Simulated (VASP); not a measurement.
A run of VASP 6.6.1:

The input INCAR:

```
ALGO = Fast
EDIFF = 1E-4
EDIFFG = -0.08
ENCUT = 520
GGA = PE
IBRION = 2
ISIF = 3
ISMEAR = 0
KPAR = 2
LASPH = True
LCHARG = False
LREAL = False
LWAVE = False
NELM = 60
NSW = 24
PREC = Normal
SIGMA = 0.15
```

File KPOINTS:

```
k-points
0
Gamma
  3 3 3
```

Contents of POSCAR:

```
InSbO2
1.0
    0.0000000000      4.3418789300      4.3418789300
    4.3418789300      0.0000000000      4.3418789300
    4.3418789300      4.3418789300      0.0000000000
In Sb O
2 2 4
Direct
    0.2500000000      0.2500000000      0.2500000000
    0.0000000000      0.0000000000      0.0000000000
    0.7500000000      0.7500000000      0.7500000000
    0.5000000000      0.5000000000      0.5000000000
    0.6250000000      0.6250000000      0.6250000000
    0.6250000000      0.6250000000      0.1250000000
    0.6250000000      0.1250000000      0.6250000000
    0.1250000000      0.6250000000      0.6250000000
```

Potentials or basis: VASP PAW PBE potentials, release 64 (In_d, Sb, O).

Run with:

```console
$ cat potpaw_PBE.64/In_d/POTCAR potpaw_PBE.64/Sb/POTCAR potpaw_PBE.64/O/POTCAR > POTCAR
$ mpirun -np 2 vasp_std > vasp.out
```

Hardware: 2 MPI ranks on Intel(R) Xeon(R) Platinum 8259CL CPU @ 2.50GHz (Skylake/Cascade Lake) (shared host).

Q: How long does it take, and how much memory?

A: Run time: 52 s on 2 MPI ranks on Intel(R) Xeon(R) Platinum 8259CL CPU @ 2.50GHz (Skylake/Cascade Lake) (shared host), peak memory 0.21 GiB a rank. Counts: scf iterations 44, k points 4, ion steps 3.
